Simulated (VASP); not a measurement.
Input:

```
CELL_PARAMETERS angstrom
      3.78442     0.00000     0.00000
     -1.89221     3.27740     0.00000
      0.00000     0.00000     6.66520
ATOMIC_POSITIONS crystal
  Ge 0.00000 0.00000 0.00000
  Ge 0.00000 0.00000 0.50000
  S  0.33333 0.66667 0.25000
  S  0.66667 0.33333 0.75000
```

Level of theory: PBE GGA, VASP's PBE PAW potentials (set 64) (plane waves; VASP). Run with 400 eV cut-off, Gaussian smearing of 0.050 eV, potentials Ge_d S.

**Question.** Give the energies of bands 14 to 23 at the high-symmetry points, in eV from the Fermi level.

**Answer.** 
| band | Γ | M | K | A | L | H |
|---|---|---|---|---|---|---|
| 14 | -5.81 | -7.75 | -7.28 | -8.05 | -9.05 | -8.97 |
| 15 | -3.23 | -6.29 | -5.72 | -2.49 | -4.32 | -5.89 |
| 16 | -2.66 | -5.62 | -4.96 | -2.49 | -4.32 | -5.89 |
| 17 | -2.66 | -4.20 | -4.96 | -2.49 | -3.58 | -2.98 |
| 18 | -2.34 | -2.55 | -4.74 | -2.49 | -3.58 | -2.98 |
| 19 | -2.34 | -2.24 | -4.74 | -1.73 | -3.50 | -2.69 |
| 20 | -0.16 | -1.20 | 0.30 | -1.73 | -3.50 | -2.69 |
| 21 | 0.67 | -0.17 | 2.48 | 2.21 | 1.78 | -0.18 |
| 22 | 2.38 | 0.75 | 2.48 | 2.21 | 1.78 | -0.18 |
| 23 | 2.38 | 1.95 | 2.89 | 2.21 | 2.81 | 3.39 |

It has no gap at this level: it comes out as a metal or semimetal.

The structure was generated: GeS was put into the NiAs type type (P6_3/mmc), which need not be its known phase. It was relaxed first, which changed the volume by +49 %.
